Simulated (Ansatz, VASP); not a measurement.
# LiTaS3 in two plane-wave programs, part 2 of 2

One calculation is typed for both programs; each brings its own data sets. How far apart do they land? The cell is generated by rule, not measured, and may not be a known phase. The cell is taken from a series of runs on this material, whose earlier steps may have relaxed, scaled, displaced or heated it; both programs get it as it stands.

VASP 6.6.1 and Ansatz 0.2.0.

So far: Set-up; VASP: relaxation of cell and atoms, PBEsol.

The structure was built from a prototype and need not be the compound's stable phase.

### 3. Ansatz: relaxation of cell and atoms, PBEsol

Level of this step: Ansatz beside VASP: Kohn-Sham DFT, plane waves, PBEsol (Ansatz).

Ansatz runs on its PAW soft_1 files.

The same cell, functional, mesh and smearing now go to Ansatz, which takes its cutoff from its data sets.

Input file input.yaml:

```yaml
crystal:
  lattice:
    - [4.7703316616, 0.0, 0.0]
    - [0.0, 4.7703316616, 0.0]
    - [0.0, 0.0, 4.7703316616]
  atoms:
    - { symbol: Li, position: [0.0, 0.0, 0.0] }
    - { symbol: Ta, position: [0.5, 0.5, 0.5] }
    - { symbol: S, position: [0.5, 0.5, 0.0] }
    - { symbol: S, position: [0.5, 0.0, 0.5] }
    - { symbol: S, position: [0.0, 0.5, 0.5] }
kpoints:
  mp_grid: { grid: [8, 8, 8] }
hamiltonian:
  xc: pbesol
  pseudopotentials: { kind: paw, azcp: { folder: soft_1 }, xc_functional: pbe }
scf:
  occupations: { method: methfessel_paxton, width: 0.2 }
output:
  forces: true
  stress: true
  eigenvalues: true
relax:
  adjacent_minimum: "off"
  f_tol: 0.001
  max_steps: 60
  cell: { stress_tol: 0.01 }
```

Run with:

```bash
ansatz run input.yaml --threads 8 --pin off --max-ram 16384MiB --backend cpu --events-out ev --progress --plain --runs-dir out
```

Numbers of over 12 decimals in the logs are rounded to 6 here.

Output:

```text
Engine: ansatz 0.2.0, aarch64-unknown-linux-gnu
Pseudopotentials: kind: paw
Pseudopotential: Li, paw, valence charge 3, recommended cutoff 420 eV (normal), soft_1/Li.paw.azcp
Pseudopotential: Ta, paw, valence charge 13, recommended cutoff 420 eV (normal), soft_1/Ta.paw.azcp
Pseudopotential: S, paw, valence charge 6, recommended cutoff 420 eV (normal), soft_1/S.paw.azcp
Functional definition: PBEsol
  exchange = pbesol_x
  correlation = pbesol_c
Crystal: 5 atoms, lattice volume = 108.554 Å³
Basis set: ecut = 420 eV, 2103 PW (Γ), exchange–correlation on 64×64×64 points (8 copies of the dense FFT grid, shifted against one another)
Bands: 22, of which v1, the nominal top of the filled ones, is band 17 counted from 1 (16 counted from 0)
Symmetry: 48 space group operations
Space group: Pm-3m (ITA 221), of the structure as read, at distance tolerance 4.8e-5 Å
k-points: 35 of 512
Non-local potential: Li, projectors of the file, l = 0: 3, l = 1: 2, l = 2: 1
Non-local potential: Ta, projectors of the file, l = 0: 3, l = 1: 2, l = 2: 2, l = 3: 1
Non-local potential: S, projectors of the file, l = 0: 2, l = 1: 2, l = 2: 1
PAW form: soft (Blöchl's): semilocal exchange-correlation on the pseudo side does not see the compensation charge
PAW frozen core: Ta, regenerated for the run's functional, and the local potential with it (the file was generated under x = pbe(κ = 0.804, μ = 0.219515), c = pbe(β = 0.066725))
PAW frozen core: S, regenerated for the run's functional, and the local potential with it (the file was generated under x = pbe(κ = 0.804, μ = 0.219515), c = pbe(β = 0.066725))
PAW one-centre angular grid: Li, 110 points (default); XC on 64 Gauss nodes
PAW one-centre angular grid: Ta, 590 points (default); XC on 64 Gauss nodes
PAW one-centre angular grid: S, 110 points (default); XC on 64 Gauss nodes
Initial density: superposition of atomic densities (chi_scale 0.1, normalization cell, long waves kept (reshape's long-wave potential 0.00 eV rms))
Initial wavefunctions: pseudopotential atomic-orbital guess
Functional: x = pbesol(κ = 0.804, μ = 0.123457), c = pbesol(β = 0.046)
SCF iter   1: F=—  HF=-12669.310577 eV  |F-HF|=—  |Δ(HF+E_count)|=         —  Δρ=3.06e-2  dr2=1.79e0  ethr=3.10e-3  ⟨swp⟩=6.1  Hψ=4118  notcnv=0
preconditioner: auto → Kerker (q_TF=auto, 2.248 Å⁻¹)  [metal: Δε(μ)=0.015 eV  Ē_g=7.791 eV  σ=0.200 eV  W_gap=0.06  n_scr=18 (ndim 8)  ℏωp=17.5 eV  f_vac=0.000  D(μ)=4.43/eV (n_scr^D=32)]
SCF iter   2: F=—  HF=-12669.044899 eV  |F-HF|=—  |Δ(HF+E_count)|=   2.66e-1  S|Δr|=    0.00e0  Δρ=1.70e-2  dr2=6.10e-1  ethr=3.10e-3  ⟨swp⟩=1.1  Hψ=1063  notcnv=0
SCF iter   3: F=—  HF=-12668.918944 eV  |F-HF|=—  |Δ(HF+E_count)|=   1.26e-1  S|Δr|=    0.00e0  Δρ=4.17e-3  dr2=5.46e-2  ethr=1.80e-3  ⟨swp⟩=3.0  Hψ=1291  notcnv=0
SCF iter   4: F=—  HF=-12668.912833 eV  |F-HF|=—  |Δ(HF+E_count)|=   6.11e-3  S|Δr|=    0.00e0  Δρ=1.49e-3  dr2=8.04e-3  ethr=1.61e-4  ⟨swp⟩=1.9  Hψ=1285  notcnv=0  defer=15
SCF iter   5: F=—  HF=-12668.911736 eV  |F-HF|=—  |Δ(HF+E_count)|=   1.10e-3  S|Δr|=    0.00e0  Δρ=5.60e-4  dr2=6.07e-4  ethr=2.37e-5  ⟨swp⟩=2.2  Hψ=1056  notcnv=0  defer=15
SCF iter   6: F=—  HF=-12668.911704 eV  |F-HF|=—  |Δ(HF+E_count)|=   3.24e-5  S|Δr|=    0.00e0  Δρ=1.61e-4  dr2=3.90e-5  ethr=1.79e-6  ⟨swp⟩=2.1  Hψ=987  notcnv=0  defer=15
SCF iter   7: F=—  HF=-12668.911946 eV  |F-HF|=—  |Δ(HF+E_count)|=   2.42e-4  S|Δr|=    0.00e0  Δρ=3.53e-5  dr2=1.86e-6  ethr=1.15e-7  ⟨swp⟩=2.0  Hψ=1303  notcnv=0  defer=15
SCF iter   8: F=—  HF=-12668.911948 eV  |F-HF|=—  |Δ(HF+E_count)|=   2.47e-6  S|Δr|=    0.00e0  Δρ=1.06e-5  dr2=1.60e-7  ethr=5.47e-9  ⟨swp⟩=2.1  Hψ=1063  notcnv=0  defer=15
SCF iter   9: F=-12668.911948 eV  HF=-12668.911948 eV  |F-HF|=5.73e-9  |Δ(HF+E_count)|=   1.67e-7  S|Δr|=    0.00e0  Δρ=1.85e-6  dr2=3.39e-9  ethr=2.94e-10  ⟨swp⟩=9.4  Hψ=3587  notcnv=0
SCF 1 converged in 9 iterations: F = -12668.911948 eV  dr2 = 3.39e-9
  greatest PAW one-centre occupation: 0.999 electrons in one spin orbital (limit 2), on the Li atom at site 0 (counted from 0), in its partial waves of l = 0
relax step   1: F+E_penalty+E_count = -12668.91194841 eV  Δ(F+E_penalty+E_count) = +0.000e0 eV  max|allowed force component| = 3.212e-29 eV/Å  Δτ_max = 0.0000 Å  P = -0.007 GPa  Ω = 108.554 Å³  (9 SCF iters, dr2 threshold 1.00e-7 eV, accepted)
Initial density: handed on by an earlier stage of this run
Initial wavefunctions: pseudopotential atomic-orbital guess (no wavefunctions were taken with the density)
iter 1 solved again at ethr=1.74e-6 eV; its pass at ethr=3.10e-3 eV (dr2=5.93e-4 eV) is discarded
SCF iter   1: F=—  HF=-12668.911737 eV  |F-HF|=—  |Δ(HF+E_count)|=         —  Δρ=3.53e-6  dr2=7.89e-9  ethr=1.74e-6  ⟨swp⟩=3.1  Hψ=6149  notcnv=0
eigensolver tolerance schedule: the retry pair's looser diagonalisation over-reported the residual by 75230.93 of it (diagonalisation noise at an unbounded share of the residual, at the tolerance the schedule requests for it); recorded, not acted on — ethr = c·dr2/N_el stays at c = 1.0e-1
preconditioner: auto → LDOS  [insulator: Δε(μ)=0.130 eV  Ē_g=7.866 eV  σ=0.200 eV  W_gap=0.52  n_scr=18 (ndim 8)  ℏωp=17.5 eV  f_vac=0.016  D(μ)=1.69/eV (n_scr^D=6)  ε∞_Penn≈5.9  β→1.0]
SCF iter   2: F=—  HF=-12668.911948 eV  |F-HF|=—  |Δ(HF+E_count)|=   2.12e-4  S|Δr|=    0.00e0  Δρ=3.28e-6  dr2=8.97e-9  ethr=2.32e-11  ⟨swp⟩=4.6  Hψ=2194  notcnv=0
SCF iter   3: F=—  HF=-12668.911948 eV  |F-HF|=—  |Δ(HF+E_count)|=  8.20e-10  S|Δr|=    0.00e0  Δρ=1.10e-6  dr2=4.16e-10  ethr=2.32e-11  ⟨swp⟩=2.7  Hψ=1211  notcnv=0
SCF iter   4: F=—  HF=-12668.911948 eV  |F-HF|=—  |Δ(HF+E_count)|=  2.44e-10  S|Δr|=    0.00e0  Δρ=3.44e-7  dr2=2.49e-10  ethr=1.22e-12  ⟨swp⟩=2.0  Hψ=1243  notcnv=0
SCF iter   5: F=—  HF=-12668.911948 eV  |F-HF|=—  |Δ(HF+E_count)|=  4.00e-11  S|Δr|=    0.00e0  Δρ=3.36e-8  dr2=2.52e-12  ethr=1.00e-12  ⟨swp⟩=2.2  Hψ=924  notcnv=0
SCF iter   6: F=-12668.911948 eV  HF=-12668.911948 eV  |F-HF|=1.82e-12  |Δ(HF+E_count)|=  1.82e-12  S|Δr|=    0.00e0  Δρ=6.21e-9  dr2=5.51e-14  ethr=1.00e-12  ⟨swp⟩=6.6  Hψ=3466  notcnv=0
SCF 2 converged in 6 iterations: F = -12668.911948 eV  dr2 = 5.51e-14
relax step   2: F+E_penalty+E_count = -12668.91194841 eV  Δ(F+E_penalty+E_count) = -6.676e-10 eV  max|allowed force component| = 5.712e-29 eV/Å  Δτ_max = 0.0000 Å  P = -0.007 GPa  Ω = 108.554 Å³  stress off target by 6.77e-3 GPa  SCF on the basis re-selected at this cell (its energy is not comparable with the rows above)  (6 SCF iters)
basis re-selected at this cell: Δ(F+E_penalty+E_count) = -6.676e-10 eV, ΔP = +0.000 GPa vs the last step (what re-selecting the basis moved, of the pressure what is left beyond the Pulay correction that the steps carried, after the strain that the cell walked since its last selection, with what the two solves' SCF thresholds leave and, on support functions, any second-order correction that the steps lacked; it is no  [...]
SCF converged after 6 iterations
Stability not checked: this state was not tested for a lower state beside it, because cold or Methfessel-Paxton smearing, or corrected tetrahedra, fill the levels in a way that the test cannot read (fill_not_monotonic; see scf.lower_state_search)
Free energy (F): -12668.911948 eV
Harris-Foulkes:  -12668.911948 eV  (|F-HF|=1.82e-12)
Internal energy: -12668.915412 eV  (E = F + TS)
E sigma→0 (E₀):  -12668.912814 eV
Entropy (-TS):   0.003463 eV (0.693 meV/atom)
Fermi energy:    6.144726 eV
Step filling:    the computed levels leave a gap of 0.1305 eV = 0.7 smearing widths at the electron count; against every level under it full and every level over it empty, smearing changes F+E_penalty+E_count by +4.726 meV and its σ→0 estimate by +3.861 meV
--- Per-component energies (eV) ---
  E_band       = -366.229477
  E_kinetic    = 723.524612
  E_local      = -1927.085028  (includes V_loc(G=0)·N_el)
  E_nonlocal   = 75.617315
  E_hartree    = 701.745196
  E_xc         = -590.672753
  E_vxc        = -491.291296  (∫ρ·V_xc dr)
  E_paw        = -9980.675464  (= ΣΔE_a)
  E_vpaw       = -150.485837  (= ΣTr[D̂ρ^β])
  E_aug_tail   = 0.000360  (compensation charges beyond the density's cutoff)
  E_ewald      = -1671.769209
  E_core_change = 0.399561  (= ΣΔE_core)
  E_smearing   = 0.003463  (= −TS)
  E_closure    = 0.000000  (closes the sum)
  Σ components = -12668.911948   (vs F -12668.911948, Δ=0.00e0)
--- Forces (eV/Å), atoms counted from 1 ---
  atom   1  Li    -0.00000000     0.00000000     0.00000000
  atom   2  Ta     0.00000000    -0.00000000     0.00000000
  atom   3  S     -0.00000000    -0.00000000     0.00000000
  atom   4  S     -0.00000000    -0.00000000     0.00000000
  atom   5  S      0.00000000    -0.00000000     0.00000000
  max |Σ_I F_I| component: 6.15e-29 eV/Å
--- Stress (GPa, compression-positive) ---
       -0.006769       0.000000       0.000000
        0.000000      -0.006769       0.000000
        0.000000       0.000000      -0.006769
  P = ⅓ Tr σ = -0.0068 GPa (-0.068 kbar)
--- Band table (eV; the first three rows and the last of 35) ---
  k-point 0: bands = [... 13 lower, 4.8180, 5.4032, 5.4032, 5.4032, 5.4200, 5.4200, 5.4200, 8.1426, ... 1 higher]
  k-point 1: bands = [... 13 lower, 4.7381, 4.8152, 5.2177, 5.2177, 5.4287, 6.2613, 6.2613, 8.1517, ... 1 higher]
  k-point 2: bands = [... 13 lower, 3.9793, 4.5576, 5.2257, 5.2257, 5.4498, 7.2693, 7.2693, 8.1703, ... 1 higher]
  k-point 34: bands = [... 13 lower, 1.2156, 6.2480, 6.2480, 6.2480, 8.4899, 8.8941, 8.8941, 8.8941, ... 1 higher]
--- Relaxed structure (1 steps of the walk, 1 accepted, 1 SCFs on fresh bases) ---
  F+E_penalty+E_count = -12668.91194841 eV   max|allowed force component| = 5.712e-29 eV/Å   (the final SCF, on the basis selected at the relaxed cell)
  cell:  # Å, volume = 108.5540 Å³
    - [4.7703316616, 0.0, 0.0]
    - [0.0, 4.7703316616, 0.0]
    - [0.0, 0.0, 4.7703316616]
  atoms:
    - { symbol: Li, position: [0.0, 0.0, 0.0] }
    - { symbol: Ta, position: [0.5, 0.5, 0.5] }
    - { symbol: S, position: [0.5, 0.5, 0.0] }
    - { symbol: S, position: [0.5, 0.0, 0.5] }
    - { symbol: S, position: [0.0, 0.5, 0.5] }
```

Reading the cycles: dr2 is the Hartree energy of the density residual (eV), the measure of convergence; HF is the Harris–Foulkes estimate of the energy, which meets the free energy F at convergence.

### 4. Side by side

Known differences besides the potentials themselves: the data sets hold 34 valence electrons in Ansatz (on its PAW soft_1 files) and 32 in VASP; the cutoff is 420 eV in Ansatz and 750 eV in VASP; Ansatz makes its cores anew for this functional, VASP keeps those of its PBE data sets; Ansatz adds a Pulay correction to the stress that steers its cell, VASP none. Total energies have different zeros and are not compared.

The two programs side by side:

| quantity | Ansatz | VASP | difference |
| --- | --- | --- | --- |
| volume (Å³) | 108.55 | 108.69 | -0.12 % |
| edge a after relaxation, in the typed setting (Å) | 4.770 | 4.772 | -0.04 % |

### 5. Summary of results

- difference in volume (relaxation of cell and atoms, PBEsol): -0.12 %

**Reading.** The difference in volume is -0.12 % (relaxation of cell and atoms, PBEsol), within the 1.2 % picked in this series as the mark of a large difference, as far as the stopping tolerances let one tell. The data sets hold unlike numbers of valence electrons (34 in Ansatz and 32 in VASP), so part of the differences comes from the potentials. How closely two codes agree says nothing of how well the functional describes the real material.

[Lines on the potential files, build, host, timing and source positions are cut from VASP's logs without a mark.]

[Logs are printed without paths, hosts, clocks, repeated set-up lines and the standing remarks that a program may print on its own settings, such as how far it seeks lower states.]

[Hosts, paths, dates, database ids (printed as entryN), source tags and the programs' standing remarks are cut or masked in the printed files.]
